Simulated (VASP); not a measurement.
The system is Nb.

```xyz
1
Lattice="-1.6355 1.6355 1.6355 1.6355 -1.6355 1.6355 1.6355 1.6355 -1.6355" Properties=species:S:1:pos:R:3 pbc="T T T"
Nb    1.6355    1.6355    1.6355
```

Base run:

```yaml
Program: VASP 6.6.1
Functional: PBEsol
Potentials_or_basis: VASP PAW PBE potentials, release 64 (Nb_sv)
Cutoff: 900 eV
k_mesh: 18 × 18 × 18
Occupations: gaussian, width 0.1 eV
Spin: no spin polarisation
```

Its results: band gap on the k mesh none (metal or under the smearing width); pressure 0.0 GPa.

Task: After a change of settings the same cell gave: band gap on the k mesh none (metal or under the smearing width); pressure 5.4 GPa. Which change was it?
A. cutoff from 900 eV to 520 eV; k mesh from 18 × 18 × 18 to 28 × 28 × 28
B. functional from PBEsol to r2SCAN; cutoff from 900 eV to 520 eV
C. cutoff from 900 eV to 520 eV; occupations from gaussian, width 0.1 eV to gaussian, width 0.5 eV
D. cutoff from 900 eV to 700 eV

Result: B.

Caveats: the PAW data sets were made with another functional, which shifts forces and pressure a little.

Not every run made on this cell is shown here.
